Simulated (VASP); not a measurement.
# Si48H16CF4 in VASP: further runs

The runs below take Si48H16CF4 through single point, with PBE+D3, PBE+D4, PBE+D3(BJ).

All numbers are computed with VASP 6.6.1; they aren't measurements. Logs are shortened: lines on timing, memory, paths and dates and some standing lists are left out, and cuts for length are marked.

### Step 1. The slab as given

The cell holds a slab with vacuum, 69 atoms: a = 10.862 Å, b = 10.862 Å, c = 23.428 Å, α = 90.00°, β = 90.00°, γ = 90.00°.

The cell was built by a generator and needn't be a form met in nature.

### Step 2. Single point, PBE+D3

INCAR

```
SYSTEM = Si48H16CF4
  PREC = Accurate
  ENCUT = 400
  EDIFF = 1E-6
  ISMEAR = 0
  SIGMA = 0.05
  LREAL = Auto
  LASPH = .True.
  NELM = 100
  ALGO = Normal
  ISIF = 2
  LWAVE = .False.
  LCHARG = .False.
  GGA = PE
  IVDW = 11
  NBANDS = 160
  ISYM = 0
  NCORE = 4
```

KPOINTS

```
Automatic mesh
0
Gamma
  1 1 1
  0 0 0
```

POSCAR

```
Si48H16CF4                              
1.0
    7.6805938572      7.6805938572      0.0000000000
   -7.6805938572      7.6805938572      0.0000000000
    0.0000000000      0.0000000000     23.4276500000
  Si              H               C               F             
    48    16     1     4
Selective dynamics
Direct
     0.6864350492784635    0.3138061933341205    0.4093722559745742   T   T   T
     0.8146044042811919    0.6812832950373656    0.4100774603624947   T   T   T
     0.0486467384086695    0.9515548501855832    0.4276389657007783   T   T   T
     0.3187872212245131    0.1855534043941666    0.4100115547348095   T   T   T
     0.9629574479323540    0.5389060255661933    0.4396076504840357   T   T   T
     0.2054078824538416    0.7947288602475495    0.4257556496568932   T   T   T
[... 32 lines left out ...]
     0.5024723944095884    0.9970282849155644    0.2027657243199863   T   T   T
     0.4954278962012972    0.5045933777252057    0.2026777380787306   T   T   T
     0.8750000000000000    0.3750000000000000    0.1455075519999980   F   F   F
     0.8750000000000000    0.8750000000000000    0.1455075519999980   F   F   F
     0.1250000000000000    0.1250000000000000    0.1455075519999980   F   F   F
     0.3750000000000000    0.3750000000000000    0.1455075519999980   F   F   F
     0.1250000000000000    0.6250000000000000    0.1455075519999980   F   F   F
     0.3750000000000000    0.8750000000000000    0.1455075519999980   F   F   F
[... 16 lines left out ...]
     0.7016281893000027    0.5483718106999973    0.1067115139999970   F   F   F
     0.5483718106999973    0.7016281893000027    0.1067115139999970   F   F   F
     0.2442139747437561    0.7548966438811655    0.5053264759582723   T   T   T
     0.3277397916188860    0.6597352858978834    0.5090819677565235   T   T   T
     0.2948950987492926    0.8522861422666698    0.5343172732275275   T   T   T
     0.1425347223427360    0.7188798240776825    0.5357952820058681   T   T   T
     0.0095558515382915    0.9908807013333557    0.4924942438613356   T   T   T
```

Potentials or basis: VASP PAW PBE potentials, release 64 (Si, H, C, F).

Started as:

```sh
$ cat potpaw_PBE.64/Si/POTCAR potpaw_PBE.64/H/POTCAR potpaw_PBE.64/C/POTCAR potpaw_PBE.64/F/POTCAR > POTCAR
$ mpirun -np 8 vasp_gam > vasp.out
```

OUTCAR:

```text
SYSTEM = Si48H16CF4
   PREC = Accurate
   ENCUT = 400
   EDIFF = 1E-6
   ISMEAR = 0
   LREAL = Auto
   LASPH = .True.
   NELM = 100
   ISIF = 2
   GGA = PE
   IVDW = 11
   ISYM = 0
 IVDW          = 11

 ion  position               nearest neighbor table
   1  0.686  0.314  0.409-   9 2.34  15 2.34   8 2.35  24 3.13  20 3.13
   2  0.815  0.681  0.410-  16 2.33  10 2.34   5 2.34  24 3.09
   3  0.049  0.952  0.428-  69 1.63  11 2.35  10 2.35   6 2.41
   4  0.319  0.186  0.410-  12 2.33   7 2.34  11 2.34  20 3.09
   5  0.963  0.539  0.440-   2 2.34   9 2.38  13 2.39
   6  0.205  0.795  0.426-  65 1.96  13 2.35  14 2.35   3 2.41
   7  0.461  0.037  0.439-   4 2.34  15 2.37  14 2.38
   8  0.540  0.460  0.439-   1 2.35  12 2.37  16 2.37
   9  0.875  0.390  0.377-   1 2.34  17 2.37  24 2.37   5 2.38
  10  0.882  0.872  0.376-   2 2.34   3 2.35  23 2.37  18 2.38
  11  0.128  0.118  0.376-   4 2.34   3 2.35  17 2.37  19 2.38
  12  0.388  0.377  0.378-   4 2.33   8 2.37  21 2.37  20 2.38
  13  0.113  0.628  0.378-  18 2.34   6 2.35  21 2.37   5 2.39
  14  0.372  0.887  0.378-  19 2.34   6 2.35  22 2.37   7 2.38
  15  0.610  0.125  0.377-   1 2.34  23 2.37  20 2.37   7 2.37
  16  0.623  0.612  0.378-   2 2.33   8 2.37  22 2.37  24 2.38
  17  0.999  0.253  0.324-  11 2.37   9 2.37  29 2.37  25 2.37
  18  0.004  0.750  0.313-  27 2.32  26 2.33  13 2.34  10 2.38
  19  0.250  0.996  0.313-  27 2.32  28 2.33  14 2.34  11 2.38
  20  0.498  0.251  0.313-  28 2.33  32 2.33  15 2.37  12 2.38   4 3.09   1 3.13
  21  0.249  0.501  0.325-  13 2.37  12 2.37  30 2.38  29 2.38
  22  0.499  0.751  0.325-  14 2.37  16 2.37  30 2.38  31 2.38
  23  0.748  0.001  0.324-  10 2.37  15 2.37  31 2.37  25 2.37
  24  0.749  0.502  0.313-  26 2.33  32 2.33   9 2.37  16 2.38   2 3.09   1 3.13
  25  0.873  0.127  0.264-  23 2.37  17 2.37  33 2.38  35 2.38
  26  0.877  0.625  0.257-  24 2.33  18 2.33  37 2.33  34 2.33
  27  0.124  0.876  0.256-  18 2.32  19 2.32  38 2.33  35 2.33
  28  0.375  0.123  0.257-  20 2.33  19 2.33  39 2.33  36 2.33
  29  0.126  0.375  0.264-  17 2.37  36 2.38  37 2.38  21 2.38
  30  0.373  0.627  0.265-  38 2.38  21 2.38  22 2.38  40 2.38
[... 32 lines left out ...]
  63  0.702  0.548  0.107-  48 1.49
  64  0.548  0.702  0.107-  48 1.49
  65  0.244  0.755  0.505-  68 1.37  67 1.37  66 1.38   6 1.96
  66  0.328  0.660  0.509-  65 1.38
  67  0.295  0.852  0.534-  65 1.37
  68  0.143  0.719  0.536-  65 1.37
  69  0.010  0.991  0.492-   3 1.63

IMPORTANT INFORMATION: All symmetrisations will be switched off!
NOSYMM: (Re-)initialisation of all symmetry stuff for point group C_1.

----------------------------------------------------------------------------------------

[... 210 lines left out ...]
   POTIM  = 0.5000    time-step for ionic-motion
   TEBEG  =    0.0;   TEEND  =   0.0 temperature during run
   PSTRESS=    0.0 pullay stress
   NELECT =     240.0000    total number of electrons
   NUPDOWN=      -1.0000    fix difference up-down
   EMIN   =  10.00;   EMAX   =-10.00  energy-range for DOS
   EFERMI =   0.00;   METHOD = LEGACY
   ISMEAR =     0;   SIGMA  =   0.05  broadening in eV -4-tet -1-fermi 0-gaus
   EFERMI_NEDOS =   21; number of points for ismear=-14 and -15
   IALGO  =     38    algorithm
   IMIX   =      4    mixing-type and parameters
     AMIX     =   0.40;   BMIX     =  1.00
     AMIX_MAG =   1.60;   BMIX_MAG =  1.00
  volume/ion in A,a.u.               =      40.06       270.33
  Fermi-wavevector in a.u.,A,eV,Ry     =   0.724930  1.369918  7.150173  0.525523
  Thomas-Fermi vector in A             =   1.815523
   LORBIT       =      0    0 simple, 1 ext, 2 COOP (PROOUT), +10 PAW based schemes
   GGA     = PE    functional components
   LHFCALC =     F    Hartree Fock is set to
   AEXX    =    0.0000 exact exchange contribution
   IVDW    =    11    specifies the selected vdW correction
   LEPSILON=     F    determine dielectric tensor
   LRPA    =     F    only Hartree local field effects (RPA)
 non-spin polarized calculation
 Gauss-broadening in eV      SIGMA  =   0.05
  energy-cutoff  :      400.00
  volume of cell :     2764.07
 maximum number of plane-waves:     25105
 NGX is ok and might be reduce to    70
   NGX = 35   NGY = 35   NGZ = 77

 number of electron     239.9999961 magnetization

 Free energy of the ion-electron system (eV)
  ---------------------------------------------------
  ext. energy  EPLUGINS =         0.00000000
  ---------------------------------------------------
  free energy    TOTEN  =      -328.16616928 eV

  energy without entropy =     -328.16616928  energy(sigma->0) =     -328.16616928

 E-fermi :  -1.0287     XC(G=0):  -4.2593

 val. band max:       -1.2585288795   @ k =   0.0000   0.0000   0.0000
 cond. band min:      -0.7727357578   @ k =   0.0000   0.0000   0.0000
 fundamental gap:      0.4857931216
 Fermi energy:        -1.0287331101

 k-point     1 :       0.0000    0.0000    0.0000
  band No.  band energies     occupation
      1     -28.7171      2.00000
      2     -26.5769      2.00000
      3     -26.5720      2.00000
      4     -25.7891      2.00000
      5     -13.4646      2.00000
      6     -12.7426      2.00000
[... 124 lines left out ...]
    131       0.9219      0.00000
    132       0.9526      0.00000
 [bands above 132 left out]

------------------------ aborting loop because EDIFF is reached ----------------------------------------

 Edisp (eV)   -5.61984

 E8    (eV) :    -3.1786

  FORCE on cell =-STRESS in cart. coord.  units (eV):
  Direction    XX          YY          ZZ          XY          YZ          ZX
  --------------------------------------------------------------------------------------
  -------------------------------------------------------------------------------------
  Total      20.53735     8.60996    -1.04595     0.00485    -0.07258     0.44642
  in kB      11.90438     4.99072    -0.60628     0.00281    -0.04207     0.25877
  external pressure =        5.43 kB  Pullay stress =        0.00 kB

 VOLUME and BASIS-vectors are now :
 -----------------------------------------------------------------------------
  energy-cutoff  :      400.00
  volume of cell :     2764.07
      direct lattice vectors                 reciprocal lattice vectors
     7.680593857  7.680593857  0.000000000     0.065099133  0.065099133  0.000000000
    -7.680593857  7.680593857  0.000000000    -0.065099133  0.065099133  0.000000000
     0.000000000  0.000000000 23.427650000     0.000000000  0.000000000  0.042684606

 POSITION                                       TOTAL-FORCE (eV/Angst)
 -----------------------------------------------------------------------------------
      2.86201      7.68245      9.59063        -0.053802      0.000336     -0.036470
      1.02399     11.48931      9.60715         0.066725     -0.002989     -0.049221
     -6.93487      7.68214     10.01858        -0.033352     -0.000064      0.062319
      1.02331      3.87364      9.60561         0.065900      0.003653     -0.049625
      3.25697     11.53520     10.29897        -0.007557     -0.004192      0.077587
     -4.52634      7.68164      9.97445         0.005585      0.000114      0.038457
[... 61 lines left out ...]
     -4.42667      6.61618     12.55242        -0.002559     -0.020491      0.010395
     -7.53716      7.68395     11.53798         0.003986     -0.000398      0.006461
 -----------------------------------------------------------------------------------
    total drift:                               -0.004193     -0.001135     -0.037479

  FREE ENERGIE OF THE ION-ELECTRON SYSTEM (eV)
  ---------------------------------------------------
  free  energy   TOTEN  =      -333.7860100713 eV

  energy  without entropy=     -333.7860100713  energy(sigma->0) =     -333.78601007
```

OSZICAR:

```text
N       E                     dE             d eps       ncg     rms          rms(c)
DAV:   1     0.141456134589E+04    0.14146E+04   -0.83069E+04   328   0.970E+02
DAV:   2    -0.134369225922E+03   -0.15489E+04   -0.14675E+04   400   0.213E+02
DAV:   3    -0.332962747379E+03   -0.19859E+03   -0.19574E+03   432   0.759E+01
[... 21 lines left out ...]
DAV:  25    -0.328166151811E+03   -0.11613E-04   -0.46660E-07   272   0.200E-03    0.125E-03
DAV:  26    -0.328166163743E+03   -0.11931E-04   -0.13897E-06   304   0.263E-03    0.132E-03
DAV:  27    -0.328166166335E+03   -0.25918E-05   -0.13771E-07   240   0.114E-03    0.735E-04
DAV:  28    -0.328166168415E+03   -0.20807E-05   -0.17004E-07   240   0.888E-04    0.160E-04
DAV:  29    -0.328166169279E+03   -0.86361E-06   -0.38725E-08   224   0.421E-04
   1 F= -.33378601E+03 E0= -.33378601E+03  d E =-.190414E-10
```

Wall time 58 s (8 MPI ranks of AMD EPYC 9R45 (Zen 5), shared host); peak memory 0.34 GiB.

What came out:

```
Free energy                : -333.7860 eV
Largest force              : 0.364 eV/Å
Band gap on the k mesh     : 0.49 eV, direct
Dispersion energy per atom : -0.081 eV
```

Forces in eV/Å, atoms in the order of the input:
```
Si  -0.054  0.000 -0.036
Si   0.067 -0.003 -0.049
Si  -0.033  0.000  0.062
Si   0.066  0.004 -0.050
Si  -0.008 -0.004  0.078
Si   0.006  0.000  0.038
Si  -0.007  0.005  0.078
Si   0.024  0.000  0.075
Si  -0.007 -0.010  0.082
Si  -0.006 -0.026  0.062
Si  -0.007  0.026  0.063
Si   0.012 -0.009  0.072
Si   0.003 -0.029  0.055
Si   0.003  0.028  0.056
Si  -0.007  0.011  0.082
Si   0.013  0.009  0.072
Si   0.008 -0.005  0.027
Si  -0.019 -0.024  0.053
Si  -0.019  0.024  0.053
Si  -0.002 -0.005  0.102
Si   0.003  0.005  0.019
Si   0.003 -0.005  0.020
Si   0.008  0.005  0.027
Si  -0.002  0.005  0.102
Si   0.006  0.000 -0.007
Si   0.007 -0.001 -0.031
Si   0.011  0.000 -0.039
Si   0.007  0.000 -0.031
Si   0.005  0.003 -0.007
Si   0.003  0.000 -0.006
Si   0.005 -0.003 -0.007
Si   0.008  0.000 -0.034
Si   0.013  0.000 -0.046
Si  -0.007  0.000 -0.049
Si  -0.004  0.000 -0.054
Si  -0.006  0.000 -0.049
Si   0.002 -0.001 -0.049
Si   0.010  0.000 -0.043
Si   0.002  0.000 -0.050
Si   0.001  0.000 -0.045
Si   0.251  0.026 -0.095
Si  -0.331 -0.012 -0.148
Si  -0.332  0.014 -0.149
Si  -0.302 -0.009 -0.117
Si   0.296  0.007 -0.176
Si   0.295 -0.006 -0.174
Si   0.250 -0.025 -0.094
Si  -0.304  0.009 -0.119
H   -0.277 -0.020 -0.009
H    0.259  0.021  0.066
H   -0.253  0.029  0.081
H    0.285 -0.020 -0.025
H   -0.253 -0.028  0.081
H    0.285  0.020 -0.025
H   -0.253  0.031  0.078
H    0.292 -0.042 -0.015
H   -0.292  0.010 -0.021
H    0.262 -0.013  0.063
H   -0.292 -0.011 -0.021
H    0.262  0.013  0.063
H   -0.277  0.020 -0.008
H    0.259 -0.021  0.066
H   -0.253 -0.031  0.078
H    0.293  0.042 -0.016
C    0.012  0.001  0.010
F    0.018  0.001  0.000
F   -0.005  0.009  0.013
F   -0.003 -0.020  0.010
F    0.004  0.000  0.006
```

Levels at points of the mesh, in eV from the valence-band top:
```
           k point  band 117  band 118  band 119  band 120  band 121  band 122  band 123  band 124
(0.00, 0.00, 0.00)     -0.38     -0.28     -0.10      0.00      0.49      1.12      1.19      1.26
```

Caveat: the cutoff is under 1.25 times the usual one of these potentials, so pressure, stress and relaxed cells hold a basis-set (Pulay) error.

### Step 3. Single point, PBE+D4

INCAR, as its differences from that of step 2:

```diff
@@ -14,3 +14,3 @@
   GGA = PE
-  IVDW = 11
+  IVDW = 13
   NBANDS = 160
```

KPOINTS is that of step 2.

POSCAR is that of step 2.

Potentials or basis: VASP PAW PBE potentials, release 64 (Si, H, C, F).

Started as:

```sh
$ cat potpaw_PBE.64/Si/POTCAR potpaw_PBE.64/H/POTCAR potpaw_PBE.64/C/POTCAR potpaw_PBE.64/F/POTCAR > POTCAR
$ mpirun -np 8 vasp_gam > vasp.out
```

Wall time 56 s (8 MPI ranks of AMD EPYC 9R45 (Zen 5), shared host); peak memory 0.33 GiB.

It converged, with:

```yaml
Free_energy: -341.9523 eV
Largest_force: 0.337 eV/Å
Band_gap_on_the_k_mesh: 0.49 eV, direct
Dispersion_energy_per_atom: -0.200 eV
```

Forces on the atoms (eV/Å):
```
Si  -0.063  0.000 -0.111
Si   0.066 -0.007 -0.108
Si  -0.018  0.000  0.009
Si   0.065  0.007 -0.107
Si  -0.033  0.000 -0.029
Si   0.030  0.000 -0.020
Si  -0.033  0.001 -0.029
Si   0.051  0.000 -0.036
Si  -0.031 -0.009  0.009
Si   0.012 -0.040 -0.018
Si   0.011  0.040 -0.017
Si   0.035 -0.002  0.000
Si  -0.019 -0.025 -0.005
Si  -0.019  0.024 -0.004
Si  -0.031  0.009  0.009
Si   0.036  0.003  0.001
Si   0.004 -0.003 -0.001
Si  -0.008 -0.019  0.022
Si  -0.008  0.019  0.022
Si   0.002  0.003  0.061
Si   0.006  0.003 -0.004
Si   0.006 -0.003 -0.003
Si   0.004  0.004 -0.001
Si   0.001 -0.003  0.062
Si   0.002  0.000  0.001
Si   0.005 -0.002  0.011
Si   0.010  0.000  0.000
Si   0.005  0.002  0.011
Si   0.006  0.004  0.002
Si   0.002  0.000  0.002
Si   0.006 -0.004  0.002
Si   0.010  0.000  0.011
Si   0.010  0.000  0.013
Si  -0.004  0.000  0.011
Si  -0.003  0.000  0.006
Si  -0.004  0.000  0.011
Si   0.001 -0.001  0.010
Si   0.008  0.000  0.013
Si   0.001  0.000  0.010
Si   0.001  0.000  0.014
Si   0.250  0.026 -0.007
Si  -0.330 -0.012 -0.061
Si  -0.331  0.014 -0.062
Si  -0.301 -0.009 -0.030
Si   0.295  0.008 -0.089
Si   0.295 -0.007 -0.087
Si   0.249 -0.025 -0.007
Si  -0.303  0.010 -0.032
H   -0.271 -0.019  0.001
H    0.254  0.021  0.076
H   -0.248  0.029  0.091
H    0.280 -0.020 -0.015
H   -0.248 -0.028  0.091
H    0.280  0.020 -0.015
H   -0.248  0.031  0.088
H    0.287 -0.041 -0.005
H   -0.287  0.010 -0.011
H    0.256 -0.012  0.073
H   -0.287 -0.011 -0.011
H    0.256  0.013  0.073
H   -0.271  0.020  0.002
H    0.254 -0.021  0.076
H   -0.248 -0.031  0.088
H    0.287  0.042 -0.006
C    0.003  0.001 -0.020
F   -0.004  0.002 -0.011
F   -0.002 -0.008 -0.007
F    0.003 -0.005 -0.010
F    0.009  0.000 -0.004
```

Levels at points of the mesh, in eV from the valence-band top:
```tsv
k point	band 116	band 117	band 118	band 119	band 120	band 121	band 122	band 123	band 124	band 125
(0.00, 0.00, 0.00)	-0.50	-0.38	-0.28	-0.10	0.00	0.49	1.12	1.19	1.26	1.30
```

Caveat: the cutoff is under 1.25 times the usual one of these potentials, so pressure, stress and relaxed cells hold a basis-set (Pulay) error.

(Part 1 of 2 ends here.)
